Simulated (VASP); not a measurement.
# TaSn (P-6m2) in VASP: density of states with PBE

Aim: the density of states of TaSn with PBE.

Program: VASP 6.6.1. These are calculated values, not measurements. Logs are shortened: lines on timing, memory, paths and dates and some standing lists are left out, and cuts for length are marked.

### 1 Starting point

The structure is hexagonal, space group P-6m2 (No. 187). Conventional cell: a = 3.185 Å, b = 3.185 Å, c = 4.591 Å, α = 90.00°, β = 90.00°, γ = 120.00°. Ta (site symmetry -6m2) has 6 Sn at 2.94 Å and 6 Ta at 3.19 Å as nearest neighbours. Around Sn (site symmetry -6m2) lie 6 Ta at 2.94 Å and 6 Sn at 3.19 Å.

The cell was built by a generator and needn't be a form met in nature.

### 2 Density of states, PBE

POSCAR reads:

```
TaSn                                    
1.0
    3.1851946405      0.0000000000      0.0000000000
   -1.5925973152      2.7584594705      0.0000000000
    0.0000000000      0.0000000000      4.5914170991
  Ta              Sn            
     1     1
Direct
     0.0000000000000000    0.0000000000000000    0.5000000000000000
     0.6666666699999979    0.3333333300000021    0.0000000000000000
```

INCAR.step1 reads:

```
SYSTEM = TaSn
ALGO = Normal ; EDIFF = 1E-6
ENCUT = 520 ; GGA = PE
ISIF = 2 ; ISMEAR = 0
KPAR = 4 ; LASPH = .TRUE.
LCHARG = .TRUE. ; LMAXMIX = 4
LREAL = .FALSE. ; LWAVE = .FALSE.
NBANDS = 20 ; NELM = 60
PREC = Accurate ; SIGMA = 0.1
```

KPOINTS.step1 reads:

```
k-points
0
G
  16 16 10
  0 0 0
```

INCAR.step2 reads:

```
SYSTEM = TaSn
ALGO = Normal ; EDIFF = 1E-6
ENCUT = 520 ; GGA = PE
ICHARG = 11 ; ISIF = 2
ISMEAR = -5 ; KPAR = 4
LASPH = .TRUE. ; LCHARG = .FALSE.
LMAXMIX = 4 ; LORBIT = 11
LREAL = .FALSE. ; LWAVE = .FALSE.
NBANDS = 20 ; NEDOS = 1001
NELM = 60 ; PREC = Accurate
SIGMA = 0.1
```

KPOINTS.step2 reads:

```
k-points
0
G
  24 24 15
  0 0 0
```

Potentials or basis: VASP PAW PBE potentials, release 64 (Ta_pv, Sn_d).

Launch:

```
cat potpaw_PBE.64/Ta_pv/POTCAR potpaw_PBE.64/Sn_d/POTCAR > POTCAR
cp INCAR.step1 INCAR
cp KPOINTS.step1 KPOINTS
mpirun -np 4 vasp_std > vasp.out
cp INCAR.step2 INCAR
cp KPOINTS.step2 KPOINTS
mpirun -np 4 vasp_std > vasp.out
```

OUTCAR:

```text
SYSTEM = TaSn
   EDIFF = 1E-6
   ENCUT = 520
   GGA = PE
   ICHARG = 11
   ISIF = 2
   ISMEAR = -5
   LASPH = .TRUE.
   LORBIT = 11
   LREAL = .FALSE.
   NELM = 60
   PREC = Accurate

 ion  position               nearest neighbor table
   1  0.000  0.000  0.500-   2 2.94   2 2.94   2 2.94   2 2.94   2 2.94   2 2.94
   2  0.667  0.333  0.000-   1 2.94   1 2.94   1 2.94   1 2.94   1 2.94   1 2.94

  LATTYP: Found a hexagonal cell.
 ALAT       =     3.1851946405
 C/A-ratio  =     1.4414871357

  Lattice vectors:

 A1 = (   3.1851946405,   0.0000000000,   0.0000000000)
 A2 = (  -1.5925973152,   2.7584594705,   0.0000000000)
 A3 = (   0.0000000000,   0.0000000000,   4.5914170991)

Analysis of symmetry for initial positions (statically):
=====================================================================
 Subroutine PRICEL returns:
 Original cell was already a primitive cell.

 Routine SETGRP: Setting up the symmetry group for a
 hexagonal supercell.

 Subroutine GETGRP returns: Found 12 space group operations
 (whereof 12 operations were pure point group operations)
 out of a pool of 24 trial point group operations.

The static configuration has the point symmetry D_3h.

Analysis of symmetry for dynamics (positions and initial velocities):
=====================================================================
 Subroutine PRICEL returns:
 Original cell was already a primitive cell.

 Routine SETGRP: Setting up the symmetry group for a
 hexagonal supercell.

 Subroutine GETGRP returns: Found 12 space group operations
 (whereof 12 operations were pure point group operations)
 out of a pool of 24 trial point group operations.

The dynamic configuration has the point symmetry D_3h.

 Subroutine INISYM returns: Found 12 space group operations
 (whereof 12 operations are pure point group operations),
 and found     1 'primitive' translations

----------------------------------------------------------------------------------------

                                     Primitive cell

  volume of cell :      40.3412

  direct lattice vectors                    reciprocal lattice vectors
     3.185194640  0.000000000  0.000000000     0.313952556  0.181260593  0.000000000
    -1.592597315  2.758459471  0.000000000     0.000000000  0.362521186  0.000000000
     0.000000000  0.000000000  4.591417099     0.000000000  0.000000000  0.217797682

  length of vectors
     3.185194640  3.185194634  4.591417099     0.362521186  0.362521186  0.217797682

  position of ions in fractional coordinates (direct lattice)
     0.000000000  0.000000000  0.500000000
     0.666666670  0.333333330  0.000000000

  ion indices of the primitive-cell ions
   primitive index   ion index
                 1           1
                 2           2

----------------------------------------------------------------------------------------

 KPOINTS: k-points

Automatic generation of k-mesh.
 Grid dimensions read from file:
 generate k-points for:   24   24   15

 Generating k-lattice:

  Cartesian coordinates                     Fractional coordinates (reciprocal lattice)
     0.013081357  0.007552525  0.000000000     0.041666667  0.000000000  0.000000000
     0.000000000  0.015105049  0.000000000     0.000000000  0.041666667  0.000000000
     0.000000000  0.000000000  0.014519845     0.000000000  0.000000000  0.066666667

  Length of vectors
     0.015105049  0.015105049  0.014519845

  Shift w.r.t. Gamma in fractional coordinates (k-lattice)
     0.000000000  0.000000000  0.000000000

 TETIRR: Found   8481 inequivalent tetrahedra from    51840

 Subroutine IBZKPT returns following result:
 ===========================================

 Found    488 irreducible k-points:

 Following reciprocal coordinates:
            Coordinates               Weight
  0.000000  0.000000  0.000000      1.000000
  0.041667  0.000000  0.000000      6.000000
  0.083333  0.000000  0.000000      6.000000
  0.125000  0.000000  0.000000      6.000000
  0.166667 -0.000000  0.000000      6.000000
  0.208333 -0.000000  0.000000      6.000000
[... 16 lines left out ...]
  0.416667  0.041667  0.000000     12.000000
  0.458333  0.041667  0.000000     12.000000
 [... further k-points ...]
   k-points           NKPTS =    488   k-points in BZ     NKDIM =    488   number of bands    NBANDS=     20
   number of dos      NEDOS =   1001   number of ions     NIONS =      2
   total plane-waves  NPLWV =  20736
   dimension x,y,z NGX =    24 NGY =   24 NGZ =   36
   dimension x,y,z NGXF=    48 NGYF=   48 NGZF=   72
   ions per type =               1   1
   NGX,Y,Z   is equivalent  to a cutoff of  12.53, 12.53, 13.03 a.u.
   NGXF,Y,Z  is equivalent  to a cutoff of  25.05, 25.05, 26.07 a.u.
 SYSTEM =  TaSn
   PREC   = accura    normal or accurate (medium, high low for compatibility)
   ISTART =      0    job   : 0-new  1-cont  2-samecut
   ICHARG =     11    charge: 1-file 2-atom 10-const
   ISPIN  =      1    spin polarized calculation?
   LNONCOLLINEAR =      F non collinear calculations
   LSORBIT =      F    spin-orbit coupling
   LASPH  =      T    aspherical Exc in radial PAW
   ENCUT  =  520.0 eV  38.22 Ry    6.18 a.u.   5.92  5.92  8.54*2*pi/ulx,y,z
   NELM   =     60;   NELMIN=  2; NELMDL=  0     # of ELM steps
   EDIFF  = 0.1E-05   stopping-criterion for ELM
   LREAL  =      F    real-space projection
   EDIFFG = 0.1E-04   stopping-criterion for IOM
   NSW    =      0    number of steps for IOM
   IBRION =     -1    ionic relax: 0-MD 1-quasi-New 2-CG
   NFREE  =      0    steps in history (QN), initial steepest desc. (CG)
   ISIF   =      2    stress and relaxation
   ISYM   =      2    0-nonsym 1-usesym 2-fastsym
   POTIM  = 0.5000    time-step for ionic-motion
   TEBEG  =    0.0;   TEEND  =   0.0 temperature during run
   PSTRESS=    0.0 pullay stress
   NELECT =      25.0000    total number of electrons
   NUPDOWN=      -1.0000    fix difference up-down
   EMIN   =  10.00;   EMAX   =-10.00  energy-range for DOS
   EFERMI =   0.00;   METHOD = LEGACY
   ISMEAR =    -5;   SIGMA  =   0.10  broadening in eV -4-tet -1-fermi 0-gaus
   EFERMI_NEDOS =   21; number of points for ismear=-14 and -15
   IALGO  =     38    algorithm
   IMIX   =      4    mixing-type and parameters
     AMIX     =   0.40;   BMIX     =  1.00
     AMIX_MAG =   1.60;   BMIX_MAG =  1.00
  volume/ion in A,a.u.               =      20.17       136.12
  Fermi-wavevector in a.u.,A,eV,Ry     =   1.395742  2.637569 26.505441  1.948095
  Thomas-Fermi vector in A             =   2.519164
   LORBIT       =     11    0 simple, 1 ext, 2 COOP (PROOUT), +10 PAW based schemes
   GGA     = PE    functional components
   LHFCALC =     F    Hartree Fock is set to
   AEXX    =    0.0000 exact exchange contribution
   IVDW    =     0    specifies the selected vdW correction
   LEPSILON=     F    determine dielectric tensor
   LRPA    =     F    only Hartree local field effects (RPA)
 non-spin polarized calculation
 Fermi weights with tetrahedron method with Bloechl corrections
  energy-cutoff  :      520.00
  volume of cell :       40.34
 maximum number of plane-waves:      1106
 NGX is ok and might be reduce to    24

 number of electron      25.0000001 magnetization

 Free energy of the ion-electron system (eV)
  ---------------------------------------------------
  ext. energy  EPLUGINS =         0.00000000
  ---------------------------------------------------
  free energy    TOTEN  =       -15.28493426 eV

  energy without entropy =      -15.28493426  energy(sigma->0) =      -15.28493426

 E-fermi :   8.8194     XC(G=0): -11.9442

 val. band max:        8.8412217165   @ k =   0.4583   0.0000   0.3333
 cond. band min:       8.7981569291   @ k =   0.1667   0.1250   0.4667
 fundamental gap:     -0.0430647873
 Fermi energy:         8.8193938621

 k-point     1 :       0.0000    0.0000    0.0000
  band No.  band energies     occupation
      1     -26.1972      2.00000
      2     -25.7308      2.00000
      3     -25.7308      2.00000
      4     -12.9436      2.00000
      5     -12.9436      2.00000
      6     -12.8600      2.00000
[... 12 lines left out ...]
     19      18.6904      0.00000
     20      20.9856      0.00000

 k-point     2 :       0.0417    0.0000    0.0000
  band No.  band energies     occupation
      1     -26.1962      2.00000
      2     -25.7379      2.00000
      3     -25.7324      2.00000
      4     -12.9445      2.00000
      5     -12.9396      2.00000
      6     -12.8573      2.00000
[... 12 lines left out ...]
     19      18.7880      0.00000
     20      20.7782      0.00000

 k-point     3 :       0.0833    0.0000    0.0000
  band No.  band energies     occupation
      1     -26.1934      2.00000
      2     -25.7589      2.00000
      3     -25.7374      2.00000
      4     -12.9475      2.00000
      5     -12.9279      2.00000
      6     -12.8490      2.00000
[... 12 lines left out ...]
     19      18.9337      0.00000
     20      20.8279      0.00000

 k-point     4 :       0.1250    0.0000    0.0000
  band No.  band energies     occupation
      1     -26.1889      2.00000
      2     -25.7922      2.00000
      3     -25.7452      2.00000
      4     -12.9531      2.00000
      5     -12.9091      2.00000
      6     -12.8350      2.00000
[... 12 lines left out ...]
     19      19.0019      0.00000
     20      21.2223      0.00000

 k-point     5 :       0.1667   -0.0000    0.0000
  band No.  band energies     occupation
      1     -26.1829      2.00000
      2     -25.8352      2.00000
      3     -25.7553      2.00000
      4     -12.9614      2.00000
      5     -12.8845      2.00000
      6     -12.8159      2.00000
[... 12 lines left out ...]
     19      18.9832      0.00000
     20      20.5252      0.00000
[... 353 lines left out ...]
      6     -12.7588      2.00000
[... 12 lines left out ...]
     19      18.4596      0.00000
     20      18.6231      0.00000

 k-point    22 :       0.3750    0.0417    0.0000
  band No.  band energies     occupation
      1     -26.1457      2.00000
      2     -26.0954      2.00000
      3     -25.8224      2.00000
      4     -13.0172      2.00000
      5     -12.8340      2.00000
      6     -12.7621      2.00000
[... 12 lines left out ...]
     19      17.7418      0.00000
     20      18.5781      0.00000

 k-point    23 :       0.4167    0.0417    0.0000
  band No.  band energies     occupation
      1     -26.1419      2.00000
      2     -26.1207      2.00000
      3     -25.8290      2.00000
      4     -13.0233      2.00000
      5     -12.8415      2.00000
      6     -12.7645      2.00000
[... 12 lines left out ...]
     19      16.8573      0.00000
     20      18.6364      0.00000

 k-point    24 :       0.4583    0.0417    0.0000
  band No.  band energies     occupation
      1     -26.1400      2.00000
      2     -26.1337      2.00000
      3     -25.8323      2.00000
      4     -13.0266      2.00000
      5     -12.8454      2.00000
      6     -12.7657      2.00000
[... 12 lines left out ...]
     19      16.2181      0.00000
     20      18.7214      0.00000

 [... further k-points ...]
[... 5 lines left out ...]
  --------------------------------------------------------------------------------------
  -------------------------------------------------------------------------------------
  Total        0.0086564      0.0086564     -0.0031550      0.0000000      0.0000000     -0.0000000
  in kB        0.3437957      0.3437957     -0.1253046      0.0000000      0.0000000     -0.0000000
  external PRESSURE =       0.1874289 kB  Pullay stress =       0.0000000 kB

 VOLUME and BASIS-vectors are now :
 -----------------------------------------------------------------------------
  energy-cutoff  :      520.00
  volume of cell :       40.34
      direct lattice vectors                 reciprocal lattice vectors
     3.185194640  0.000000000  0.000000000     0.313952556  0.181260593  0.000000000
    -1.592597315  2.758459471  0.000000000     0.000000000  0.362521186  0.000000000
     0.000000000  0.000000000  4.591417099     0.000000000  0.000000000  0.217797682

 POSITION                                       TOTAL-FORCE (eV/Angst)
 -----------------------------------------------------------------------------------
      0.00000      0.00000      2.29571         0.000000      0.000000      0.000000
      1.59260      0.91949      0.00000        -0.000000     -0.000000      0.000000
 -----------------------------------------------------------------------------------
    total drift:                               -0.003363      0.001942      0.000000

  FREE ENERGIE OF THE ION-ELECTRON SYSTEM (eV)
  ---------------------------------------------------
  free  energy   TOTEN  =       -15.2849342629 eV

  energy  without entropy=      -15.2849342629  energy(sigma->0) =      -15.28493426

 total charge

# of ion       s       p       d       tot
------------------------------------------
    1        0.287   6.121   2.327   8.735
    2        1.148   1.281  10.046  12.475
--------------------------------------------------
tot          1.435   7.403  12.373  21.210
```

It took 42 s on 4 MPI ranks of Intel Xeon Platinum 8488C (Sapphire Rapids), shared host; peak memory 0.48 GiB.

What came out:

```yaml
Valence_electrons_inside_the_program's_atomic_spheres: Ta 8.73; Sn 12.47
```

States per cell in windows of 1 eV (zero at the Fermi level; states under -8 eV left out):
```
from (eV)  total  Ta1_d  Sn2_p  Sn2_s  Ta1_s  Sn2_d  Ta1_p
     -8.0   0.56   0.04   0.04   0.27   0.02   0.01   0.01
     -7.0   0.33   0.02   0.03   0.12   0.03   0.00   0.01
     -6.0   0.41   0.03   0.10   0.02   0.05   0.00   0.01
     -5.0   1.02   0.14   0.25   0.05   0.08   0.01   0.03
     -4.0   1.36   0.34   0.32   0.04   0.04   0.02   0.04
     -3.0   1.23   0.40   0.22   0.03   0.01   0.03   0.04
     -2.0   1.90   0.81   0.17   0.02   0.02   0.05   0.07
     -1.0   0.94   0.50   0.09   0.01   0.00   0.03   0.01
      0.0   1.79   1.01   0.14   0.02   0.03   0.06   0.02
      1.0   1.75   1.00   0.12   0.05   0.03   0.06   0.03
      2.0   1.64   0.81   0.15   0.11   0.04   0.06   0.04
      3.0   1.31   0.60   0.17   0.09   0.03   0.05   0.04
      4.0   1.32   0.67   0.18   0.05   0.05   0.05   0.03
      5.0   1.20   0.46   0.20   0.03   0.08   0.06   0.04
      6.0   1.06   0.33   0.23   0.02   0.06   0.06   0.05
      7.0   0.93   0.21   0.24   0.02   0.05   0.08   0.05
```

Caveat: tetrahedron occupations give inexact forces and stress in metals. The run has no spin-orbit coupling, so splittings on Ta are missing.
